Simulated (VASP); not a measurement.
Write the native input for VASP 6.6.1 that does the following.

```
Task                   : relaxation of cell and atoms
Functional             : r2SCAN
Potentials or basis    : VASP PAW PBE potentials, release 64 (Cu, F)
Cutoff                 : 600 eV
k mesh                 : 11 × 11 × 8
Occupations            : gaussian, width 0.05 eV
Spin                   : no spin polarisation
Further INCAR settings : ALGO = Normal; EDIFF = 1e-07; IBRION = 2; EDIFFG = -0.02; NSW = 40; ISIF = 3
```

The structure of CuF lies in POSCAR:

```
CuF
1.0
    2.4710065500      0.0000000000      0.0000000000
    0.0000000000      2.4710065500      0.0000000000
    0.0000000000      0.0000000000      3.4165013900
Cu F
1 1
Direct
    0.0000000000      0.0000000000      0.0000000000
    0.5000000000      0.5000000000      0.5000000000
```

The cell was built by a generator and needn't be a form met in nature.

The input as run:

INCAR

```
SYSTEM = CuF
ALGO = Normal
EDIFF = 1E-7
EDIFFG = -0.02
ENCUT = 600
IBRION = 2
ISIF = 3
ISMEAR = 0
LASPH = .True.
LCHARG = .False.
LMIXTAU = .True.
LREAL = .False.
LWAVE = .False.
METAGGA = R2SCAN
NELM = 60
NSW = 40
PREC = Accurate
SIGMA = 0.05
```

KPOINTS

```
k-points
0
Gamma
  11 11 8
  0 0 0
```

Potentials or basis: VASP PAW PBE potentials, release 64 (Cu, F).

Launch:

```console
$ cat potpaw_PBE.64/Cu/POTCAR potpaw_PBE.64/F/POTCAR > POTCAR
$ mpirun -np 1 vasp_std > vasp.out
```

It gave:

The relaxed volume is 10.27 Å³/atom and the relaxed cell is a = 2.733 Å, b = 2.733 Å, c = 2.749 Å, α = 90.00°, β = 90.00°, γ = 90.00°. The space group after relaxing (to 0.05 Å) is Pm-3m (No. 221). The energy gained by relaxing is 129.3 meV/atom. The ionic steps are 11 and the pressure after relaxing is -0.1 GPa. The band gap on the k mesh is none (metal or under the smearing width).

Caveat: the PAW data sets were made with another functional, which shifts forces and pressure a little; the run has no spin polarisation, though such a crystal can be magnetic; semilocal functionals often make such compounds metallic where correlation or magnetic order opens a gap, which also shifts bond lengths.

Wall time 9.9 min on 1 thread of Intel(R) Xeon(R) Platinum 8559C (Emerald Rapids), on a shared host, peak memory 0.17 GiB.
